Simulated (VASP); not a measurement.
Given:

```
CELL_PARAMETERS angstrom
      1.78989    -3.10019     0.00000
      1.78989     3.10019     0.00000
      0.00000     0.00000     5.56282
ATOMIC_POSITIONS crystal
  Tb 0.33333 0.66667 0.25000
  Tb 0.66667 0.33333 0.75000
```

Method: MS2 meta-GGA, VASP's PBE PAW potentials (set 64) (plane waves; VASP). Run with 520 eV cut-off, 13×13×8 Γ-centred mesh, tetrahedra with Blöchl corrections, potentials Tb_3.

The 4f electrons are frozen in the core of the lanthanide potential, so 4f levels, which can set the real gap, and their magnetism are missing.

Problem. Estimate the energy per atom (σ→0), band gap (over mesh and band path) with the smallest direct gap where there is one.

Solution. 
```json
{
 "band gap (over mesh and band path)": "none (metal, semimetal or under 0.01 eV)",
 "energy per atom (σ→0)": "8.490 eV/atom"
}
```

The absolute energy has meaning only against runs of the same code, potentials and settings.

The compound is Tb in the hcp structure. It was relaxed first.
